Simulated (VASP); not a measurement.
A cell of HfB2 (AlB2 type) near equilibrium:

```yaml
crystal:
  lattice:
    - [1.57070, -2.72052, 0.00000]
    - [1.57070, 2.72052, 0.00000]
    - [0.00000, 0.00000, 3.49139]
  atoms:
    - { symbol: Hf, position: [0.00000, 0.00000, 0.00000] }
    - { symbol: B, position: [0.33333, 0.66667, 0.50000] }
    - { symbol: B, position: [0.66667, 0.33333, 0.50000] }
```

Method: PBE GGA, VASP's PBE PAW potentials (set 64) (plane waves; VASP).

```csv
run,ΔE (meV/atom),σxx,σyy,σzz,"largest shear component, with its sign (GPa)",largest force (eV/Å)
as it is,0.0,0.00,0.00,-0.06,0.00,0.000
after one change,17.5,14.60,14.60,5.31,0.00,0.000
```
Stress is in GPa, positive when the cell is compressed.

Q: Which change was made?
A) biaxial strain of -3.0 % in the xy plane
B) uniaxial strain of +0.5 % along z
C) biaxial strain of -2.0 % in the xy plane
D) biaxial strain of +3.0 % in the xz plane

A: C, biaxial strain of -2.0 % in the xy plane

The compound is HfB2 in the AlB2 type structure.
